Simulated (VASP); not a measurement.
Computed with PBEsol GGA, VASP's PBE PAW potentials (set 64) (plane waves; VASP 6.6.1).

VASP input:

INCAR:
```
ALGO = Normal
EDIFF = 1E-6
ENCUT = 300
GGA = PS
ISIF = 2
ISMEAR = 1
LASPH = T
LCHARG = F
LMAXMIX = 4
LREAL = F
LWAVE = F
NELM = 100
PREC = Accurate
SIGMA = 0.272
SYSTEM = TiAl3
```

File KPOINTS:
```
Automatic mesh
0
Gamma
12 12 12
0 0 0
```

POSCAR:
```
TiAl3
4.2729650
 -0.4464499475   0.4464499475   1.0000000000
  0.4464499475  -0.4464499475   1.0000000000
  0.4464499475   0.4464499475  -1.0000000000
Ti Al
1 3
Cart
  0.0000000000   0.0000000000   0.0000000000
  0.0000000000   0.0000000000   1.0000000000
 -0.0000000000   0.4464499475   0.5000000000
  0.4464499475   0.0000000000   0.5000000000
```

POTCAR, in this order: Ti_sv Al (PBE.64 set). Program: vasp_std.

What VASP printed:

**OSZICAR**
```
       N       E                     dE             d eps       ncg     rms          rms(c)
DAV:   1     0.808709052078E+02    0.80871E+02   -0.70666E+03  4618   0.953E+02
DAV:   2    -0.176864657945E+02   -0.98557E+02   -0.97230E+02  4804   0.273E+02
DAV:   3    -0.241867009742E+02   -0.65002E+01   -0.62815E+01  7174   0.633E+01
DAV:   4    -0.243105076301E+02   -0.12381E+00   -0.12360E+00  5618   0.931E+00
DAV:   5    -0.243145136910E+02   -0.40061E-02   -0.40058E-02  7344   0.152E+00    0.114E+01
DAV:   6    -0.229822281601E+02    0.13323E+01   -0.30040E+01  6816   0.443E+01    0.658E+00
DAV:   7    -0.222995848697E+02    0.68264E+00   -0.97137E+00  5884   0.238E+01    0.307E+00
DAV:   8    -0.222509064114E+02    0.48678E-01   -0.13424E+00  6116   0.101E+01    0.153E+00
DAV:   9    -0.222113020255E+02    0.39604E-01   -0.38930E-01  6242   0.515E+00    0.215E-01
DAV:  10    -0.222122473001E+02   -0.94527E-03   -0.68322E-03  5860   0.714E-01    0.266E-01
DAV:  11    -0.222108252398E+02    0.14221E-02   -0.81523E-03  6464   0.690E-01    0.484E-02
DAV:  12    -0.222108290903E+02   -0.38505E-05   -0.10663E-04  5786   0.811E-02    0.214E-02
DAV:  13    -0.222108266834E+02    0.24069E-05   -0.17960E-05  6786   0.384E-02    0.305E-03
DAV:  14    -0.222108267096E+02   -0.26261E-07   -0.38861E-07  3542   0.536E-03
   1 F= -.22210827E+02 E0= -.22211695E+02  d E =0.260469E-02
```

**OUTCAR**
```
------------------------ aborting loop because EDIFF is reached ----------------------------------------
  FORCE on cell =-STRESS in cart. coord.  units (eV):
  Direction    XX          YY          ZZ          XY          YZ          ZX
  --------------------------------------------------------------------------------------
  Total       -0.0061096     -0.0061096      0.0661297      0.0000000      0.0000000      0.0000000
  in kB       -0.1573740     -0.1573740      1.7033879      0.0000000      0.0000000      0.0000000
  external PRESSURE =       0.4628800 kB  Pullay stress =       0.0000000 kB
  volume of cell :       62.20
      direct lattice vectors                 reciprocal lattice vectors
    -1.907665000  1.907665000  4.272965000     0.000000000  0.262100526  0.117014766
     1.907665000 -1.907665000  4.272965000     0.262100526  0.000000000  0.117014766
     1.907665000  1.907665000 -4.272965000     0.262100526  0.262100526  0.000000000
 POSITION                                       TOTAL-FORCE (eV/Angst)
 -----------------------------------------------------------------------------------
      0.00000      0.00000      0.00000        -0.000000      0.000000      0.000000
      0.00000      0.00000      4.27297        -0.000000      0.000000      0.000000
     -0.00000      1.90767      2.13648         0.000000     -0.000000     -0.000000
      1.90767     -0.00000      2.13648        -0.000000      0.000000     -0.000000
 -----------------------------------------------------------------------------------
    total drift:                               -0.000000      0.000000      0.000000
  FREE ENERGIE OF THE ION-ELECTRON SYSTEM (eV)
  ---------------------------------------------------
  free  energy   TOTEN  =       -22.2108267096 eV

  energy  without entropy=      -22.2134314003  energy(sigma->0) =      -22.21169494
```
(Selected blocks of OUTCAR.)

At this cut-off the stress carries a Pulay error, which pulls relaxed volumes low.

The structure comes from a computed database's TiAl3 entry; how it stands against other phases isn't given here. The cell was not relaxed at this level. The electron count is odd and the run is not spin-polarised, which forces a metal.
